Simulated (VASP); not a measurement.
```
Al2Au
1.0
    0.00000     2.95002     2.95002
    2.95002     0.00000     2.95002
    2.95002     2.95002     0.00000
Al Au
2 1
Cartesian
  1.47501   1.47501   1.47501
  4.42503   4.42503   4.42503
  0.00000   0.00000   0.00000
```

Calculation: PBE GGA, VASP's PBE PAW potentials (set 64) (plane waves; VASP 6.6.1). Run with 500 eV cut-off, 9×9×9 Γ-centred mesh, first-order Methfessel-Paxton smearing of 0.10 eV, potentials Al Au.

Energy and stress use the plane-wave basis of the starting cell.

The ions, cell shape and volume at an external pressure of 20.0 GPa are relaxed. Give the cell that the relaxation ends in.

```
Al2Au
1.0
    0.00000     2.89275     2.89275
    2.89275     0.00000     2.89275
    2.89275     2.89275     0.00000
Al Au
2 1
Direct
  0.25000   0.25000   0.25000
  0.75000   0.75000   0.75000
  0.00000   0.00000   0.00000
```
Space group Fm-3m (225), at a tolerance of 0.03 Å.

How do energy and volume change from the first to the last step?

The energy (σ→0) changes by +89.7 meV/atom and the volume by -5.7 %, in 4 ionic steps.

The compound is AuAl2 in the fluorite structure. This run relaxes it under an external pressure of 20 GPa. Symmetry was kept, so distortions that lower it aren't found. The electron count is odd and the run is not spin-polarised, which forces a metal.
